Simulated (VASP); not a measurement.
# Nickel under strain, part 2 of 5

Aim: follow the pressure of Nickel through compression, expansion and shear. All runs use PBE. Left out of this account: 1 further run (fields: a reference on another mesh). The start is a cell from a database of measured crystal structures.

VASP 6.6.1; PBE, spin-polarised from a ferromagnetic start (one magnetic atom a cell); plane waves and PAW (Ni).

Still holding for the runs below: The cell holds one magnetic atom, so no antiferromagnetic order fits into it.

So far, pressure (GPa): step 2 (bands, cell as listed) -1.50.

### 3. Bands, volume times 1.04

The cell is expanded evenly, with fractional positions held.

Input file INCAR:

```
SYSTEM = Ni
PREC = Accurate
ENCUT = 400
EDIFF = 1E-06
NELM = 100
ISMEAR = -1
SIGMA = 0.05
LREAL = .FALSE.
ALGO = Normal
GGA = PE
NBANDS = 17
ISPIN = 2
MAGMOM = 1
LASPH = .TRUE.
LMAXMIX = 4
LORBIT = 11
LWAVE = .FALSE.
LCHARG = .FALSE.
KPAR = 2
```

Input file POSCAR:

```
Ni
1.0
    0.0000000000      1.7851210142      1.7851210142
    1.7851210142      0.0000000000      1.7851210142
    1.7851210142      1.7851210142      0.0000000000
Ni
1
Direct
    0.0000000000      0.0000000000      0.0000000000
```

Input file KPOINTS:

```
Automatic mesh
0
Gamma
19 19 19
0 0 0
```

Input file KPOINTS_OPT:

```
Line mode
16
Line-mode
Reciprocal
  0.00000000   0.00000000   0.00000000 GAMMA
  0.50000000   0.00000000   0.50000000 X

  0.50000000   0.00000000   0.50000000 X
  0.50000000   0.25000000   0.75000000 W

  0.50000000   0.25000000   0.75000000 W
  0.37500000   0.37500000   0.75000000 K

  0.37500000   0.37500000   0.75000000 K
  0.00000000   0.00000000   0.00000000 GAMMA

  0.00000000   0.00000000   0.00000000 GAMMA
  0.50000000   0.50000000   0.50000000 L

  0.50000000   0.50000000   0.50000000 L
  0.62500000   0.25000000   0.62500000 U

  0.62500000   0.25000000   0.62500000 U
  0.50000000   0.25000000   0.75000000 W

  0.50000000   0.25000000   0.75000000 W
  0.50000000   0.50000000   0.50000000 L

  0.50000000   0.50000000   0.50000000 L
  0.37500000   0.37500000   0.75000000 K

  0.62500000   0.25000000   0.62500000 U
  0.50000000   0.00000000   0.50000000 X
```

PAW data sets: Ni (PBE family, release 64).

The run is started by

```sh
mpirun -np 2 vasp_std
```

Log:

```text
[... set-up lines as in an earlier step ...]
 entering main loop
       N       E                     dE             d eps       ncg     rms          rms(c)
DAV:   1     0.301052806709E+02    0.30105E+02   -0.33231E+03 16352   0.612E+02
DAV:   2    -0.520957663949E+01   -0.35315E+02   -0.32624E+02 16683   0.130E+02
DAV:   3    -0.648245050176E+01   -0.12729E+01   -0.12621E+01 18687   0.255E+01
DAV:   4    -0.648794864211E+01   -0.54981E-02   -0.54968E-02 18145   0.155E+00
DAV:   5    -0.648798330343E+01   -0.34661E-04   -0.34658E-04 19234   0.115E-01    0.955E+00
DAV:   6    -0.586513544221E+01    0.62285E+00   -0.14032E+01 22244   0.363E+01    0.644E+00
DAV:   7    -0.548095277985E+01    0.38418E+00   -0.26298E+00 20803   0.141E+01    0.180E+00
DAV:   8    -0.546911409852E+01    0.11839E-01   -0.20975E-02 19043   0.791E-01    0.931E-01
DAV:   9    -0.546622100925E+01    0.28931E-02   -0.25907E-03 23956   0.286E-01    0.255E-01
DAV:  10    -0.546567474901E+01    0.54626E-03   -0.69740E-04 24670   0.142E-01    0.412E-02
DAV:  11    -0.546566084681E+01    0.13902E-04   -0.61776E-05 21895   0.542E-02    0.280E-02
DAV:  12    -0.546566140603E+01   -0.55922E-06   -0.16242E-06 15132   0.889E-03
   1 F= -.54656614E+01 E0= -.54580716E+01  d E =-.151797E-01  mag=     0.6539
 Start KPOINTS_OPT (optional k-point list driver)
k-point batch [1-160\160]
       N       E                     dE             ncg
DAV:   1     0.173783626064E+05   -0.51525E+05    11768
DAV:   2     0.113202147306E+05   -0.60581E+04    12039
DAV:   3     0.110981183012E+05   -0.22210E+03    13793
DAV:   4     0.110972871239E+05   -0.83118E+00    13692
DAV:   5     0.110972834377E+05   -0.36861E-02    13788
DAV:   6     0.110972834118E+05   -0.25916E-04    12620
DAV:   7     0.110972834113E+05   -0.47616E-06    11157
```

Run time: 14 s. Hardware: 2 MPI ranks of AMD EPYC 9R45, shared host; peak memory 0.3 GiB; 28 s of CPU time.

Parts of OUTCAR (step 3):

```text
  LATTYP: Found a face centered cubic cell.
 ALAT       =     3.5702420284

The static configuration has the point symmetry O_h .

 Found    220 irreducible k-points:

   ENCUT  =  400.0 eV  29.40 Ry    5.42 a.u.   4.12  4.12  4.12*2*pi/ulx,y,z

   NELECT =      10.0000    total number of electrons

 E-fermi :   8.7680

 spin component 1
 k-point     1 :       0.0000    0.0000    0.0000
  band No.  band energies     occupation
    ...
      2       6.4194      1.00000
      3       6.4194      1.00000
      4       6.4194      1.00000
      5       7.5281      1.00000
      6       7.5281      1.00000
      7      32.1085      0.00000
      8      35.6149      0.00000
      9      35.6149      0.00000
     10      35.6149      0.00000
     11      38.4244      0.00000
    ...

 k-point     2 :       0.0526    0.0000    0.0000
  band No.  band energies     occupation
    ...
      2       6.3935      1.00000
      3       6.4422      1.00000
      4       6.4422      1.00000
      5       7.5185      1.00000
      6       7.5185      1.00000
      7      31.7388      0.00000
      8      34.2042      0.00000
      9      35.3345      0.00000
     10      35.3345      0.00000
     11      38.8341      0.00000
    ...

 k-point     3 :       0.1053    0.0000    0.0000
  band No.  band energies     occupation
    ...
      2       6.3223      1.00000
      3       6.5030      1.00000
      4       6.5030      1.00000
      5       7.4963      1.00000
      6       7.4963      1.00000
      7      29.9682      0.00000
      8      33.1679      0.00000
      9      34.7732      0.00000
     10      34.7732      0.00000
     11      39.7134      0.00000
    ...

 k-point     4 :       0.1579    0.0000    0.0000
  band No.  band energies     occupation
    ...
      2       6.2269      1.00000
      3       6.5786      1.00000
      4       6.5787      1.00000
      5       7.4844      1.00000
      6       7.4844      1.00000
      7      27.3635      0.00000
      8      32.8207      0.00000
      9      34.2057      0.00000
     10      34.2057      0.00000
     11      39.6747      0.00000
    ...

  Total       -0.5821073     -0.5821073     -0.5821073      0.0000000     -0.0000000      0.0000000
  in kB      -81.9748561    -81.9748561    -81.9748561      0.0000000     -0.0000000      0.0000000
  external PRESSURE =     -81.9748561 kB  Pullay stress =       0.0000000 kB

  energy-cutoff  :      400.00
  volume of cell :       11.38
      direct lattice vectors                 reciprocal lattice vectors
     0.000000000  1.785121014  1.785121014    -0.280093056  0.280093056  0.280093056
     1.785121014  0.000000000  1.785121014     0.280093056 -0.280093056  0.280093056
     1.785121014  1.785121014  0.000000000     0.280093056  0.280093056 -0.280093056

 POSITION                                       TOTAL-FORCE (eV/Angst)
 -----------------------------------------------------------------------------------
      0.00000      0.00000      0.00000         0.000000     -0.000000      0.000000
 -----------------------------------------------------------------------------------
    total drift:                               -0.000000     -0.000000     -0.000000

  FREE ENERGIE OF THE ION-ELECTRON SYSTEM (eV)
  ---------------------------------------------------
  free  energy   TOTEN  =        -5.4656614060 eV

  energy  without entropy=       -5.4504817397  energy(sigma->0) =       -5.45807157

 total charge
# of ion       s       p       d       tot
------------------------------------------
    1        0.480   0.460   8.291   9.231

 magnetization (x)
# of ion       s       p       d       tot
------------------------------------------
    1       -0.006  -0.025   0.701   0.670

[... 5 parts as in an earlier step ...]

[... 9 further parts left out ...]
```

This step gave:

| Property | Result |
| --- | --- |
| free energy (TOTEN) | -5.466 eV |
| energy at zero smearing | -5.458 eV |
| Fermi energy | 8.768 eV |
| pressure | -8.197 GPa |
| moment of the cell, from the last line of the log | 0.6539 μB |

Spin up. The electronic bands at the labelled points (eV, zero at the Fermi level; # counts the bands kept):

```csv
point,#2,#3,#4,#5,#6,#7
Γ,-2.35,-2.35,-2.35,-1.24,-1.24,23.34
0.53 of the way,-3.29,-1.77,-1.47,-1.47,-0.88,18.17
X,-3.99,-0.58,-0.52,-0.52,2.42,8.81
0.53 of the way,-3.70,-1.73,-0.92,-0.52,4.38,9.08
W,-2.94,-2.94,-1.30,-0.52,7.47,7.47
0.47 of the way,-3.38,-2.41,-1.20,-0.61,6.11,7.44
K,-3.54,-2.04,-1.09,-0.76,5.52,7.03
0.53 of the way,-2.88,-2.20,-1.81,-1.62,-0.63,15.24
Γ,-2.35,-2.35,-2.35,-1.24,-1.24,23.34
0.53 of the way,-2.63,-2.14,-2.14,-1.14,-1.14,13.16
L,-2.32,-2.32,-0.64,-0.64,-0.22,5.33
0.47 of the way,-2.75,-2.17,-1.93,-0.70,2.42,5.59
U,-3.54,-2.04,-1.09,-0.76,5.52,7.03
0.47 of the way,-3.42,-2.33,-1.18,-0.63,5.97,7.35
W,-2.94,-2.94,-1.30,-0.52,7.47,7.47
0.47 of the way,-3.03,-2.49,-1.67,-0.73,3.53,5.85
L,-2.32,-2.32,-0.64,-0.64,-0.22,5.33
0.47 of the way,-2.75,-2.17,-1.93,-0.70,2.42,5.59
K,-3.54,-2.04,-1.09,-0.76,5.52,7.03
jump to U,-3.54,-2.04,-1.09,-0.76,5.52,7.03
0.53 of the way,-3.88,-1.08,-0.71,-0.58,3.32,8.90
X,-3.99,-0.58,-0.52,-0.52,2.42,8.81
```

The electronic bands as a text plot (rows in eV, shown from -8.0 to 5.3 only):

```
    5.1 |           *                                   *
    4.5 |                                           *       * *
    3.9 |                 *                  *
    3.4 |          *                                           *
    2.8 |         *                                  *     *
    2.3 |        *                          *                   *
    1.7 |                  *                          *   *
    1.2 |       *                          *
    0.6 |                   *                          * *
    0.1 |                                 *             *
   -0.5 |      **********    *          ****** ************** ***
   -1.1 |*******  **********  **********  *   ******         ***
   -1.6 | *****           *******       *  * *      ** * **** *
   -2.2 |***        *  ***   ********************    *********
   -2.7 | ***        **   *******   ***    **    ******   **
   -3.3 |    **     *******                  ***** **       **
   -3.8 |      *********** **               *******  *     ******
   -4.4 |      *****                     ***          *****    **
   -4.9 |     *                         *
   -5.5 |    *               *         *
   -6.1 |                             *
   -6.6 |   *                 *
   -7.2 |                      *     *
   -7.7 |  *
         Γ       X    W  K        Γ      L     U  W     L   K|U X
```

Spin down. The electronic bands at the labelled points (eV, zero at the Fermi level; # counts the bands kept):

```csv
point,#1,#2,#3,#4,#5,#6,#7
Γ,-8.75,-1.56,-1.56,-1.56,-0.63,-0.63,23.16
0.53 of the way,-5.59,-2.58,-1.28,-0.65,-0.65,-0.25,18.25
X,-4.04,-3.34,0.06,0.37,0.37,2.37,9.06
0.53 of the way,-3.62,-3.06,-1.05,-0.31,0.37,4.55,9.30
W,-3.16,-2.30,-2.30,-0.71,0.37,7.65,7.65
0.47 of the way,-3.23,-2.76,-1.76,-0.60,0.28,6.30,7.62
K,-3.32,-2.97,-1.39,-0.48,0.12,5.72,7.21
0.53 of the way,-5.92,-2.17,-1.54,-1.04,-0.99,0.08,15.37
Γ,-8.75,-1.56,-1.56,-1.56,-0.63,-0.63,23.16
0.53 of the way,-6.29,-1.97,-1.43,-1.43,-0.45,-0.45,13.31
L,-4.17,-1.68,-1.68,-0.29,0.15,0.15,5.77
0.47 of the way,-3.55,-2.29,-1.58,-1.29,0.10,2.69,5.97
U,-3.32,-2.97,-1.39,-0.48,0.12,5.72,7.21
0.47 of the way,-3.25,-2.81,-1.69,-0.58,0.26,6.16,7.53
W,-3.16,-2.30,-2.30,-0.71,0.37,7.65,7.65
0.47 of the way,-3.17,-2.61,-1.85,-1.04,0.09,3.78,6.18
L,-4.17,-1.68,-1.68,-0.29,0.15,0.15,5.77
0.47 of the way,-3.55,-2.29,-1.58,-1.29,0.10,2.69,5.97
K,-3.32,-2.97,-1.39,-0.48,0.12,5.72,7.21
jump to U,-3.32,-2.97,-1.39,-0.48,0.12,5.72,7.21
0.53 of the way,-3.86,-3.24,-0.34,-0.09,0.32,3.43,9.14
X,-4.04,-3.34,0.06,0.37,0.37,2.37,9.06
```

The electronic bands as a text plot (rows in eV, shown from -8.0 to 5.8 only):

```
    5.5 |           *    *                    **        *
    4.9 |                                           *       * *
    4.3 |                 *                  *
    3.8 |          *
    3.2 |                                            *     *   *
    2.6 |        **                         *                   *
    2.0 |                  *                          *   *
    1.5 |       *           *              *           *
    0.9 |                                                *
    0.3 |       *********    *           ************************
   -0.3 |  ****** ***   ***** **      *****    *        *     **
   -0.8 |*****     * *** *************       ** *****  * *  ***
   -1.4 |******     *   **   **************** ***    ******* *
   -2.0 | ***        ***  *******   ****  ** *   * ***** ** *
   -2.5 |    **      ***  ***               **   *****     **
   -3.1 |      *************                 *********     ******
   -3.7 |         ***       *              **         *   *   **
   -4.3 |      ***                      ***            ***      *
   -4.8 |     *
   -5.4 |    *               *         *
   -6.0 |
   -6.6 |   *                 *       *
   -7.1 |                      *     *
   -7.7 |  *
         Γ       X    W  K        Γ      L     U  W     L   K|U X
```

 The pressure is -8.20 GPa.

Spin up: of the bands kept, 1 crosses the Fermi level on this path. Spin down: of the bands kept, 4 cross the Fermi level on this path.

(Continued in part 3 of 5.)

[Lines on the potential files, build, host, timing and source positions are cut from VASP's logs without a mark.]

[Logs are printed without paths, hosts, clocks, repeated set-up lines and the standing remarks that a program may print on its own settings, such as how far it seeks lower states.]

[Hosts, paths, dates, database ids (printed as entryN), source tags and the programs' standing remarks are cut or masked in the printed files.]

[A measured line is paired with the nearest computed mode of its activity, which favours agreement.]
